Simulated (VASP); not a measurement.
Here is the system:

```
GaN
1.0
    0.00000     2.30520     2.30520
    2.30520     0.00000     2.30520
    2.30520     2.30520     0.00000
Ga N
1 1
Direct
  0.00000   0.00000   0.00000
  0.25000   0.25000   0.25000
```

These are PBE GGA, VASP's PBE PAW potentials (set 64) (plane waves; VASP 6.6.1) values and carry that method's errors. Numerical set-up: 520 eV cut-off, 15×15×15 Γ-centred mesh, Gaussian smearing of 0.050 eV, potentials Ga_d N.

**Question.** Give the stress tensor in GPa (positive for a compressed cell).

**Answer.** 
```
-6.22   0.00   0.00
 0.00  -6.22   0.00
 0.00   0.00  -6.22
```
The pressure is its mean diagonal, -6.22 GPa.

The compound is GaN in the zinc blende structure, a metastable form; wurtzite is the usual one. The cell was not relaxed at this level. The run is one of a series of settings (KPOINTS 15×15×15 Γ-centred mesh against the base run), some of them coarse on purpose.
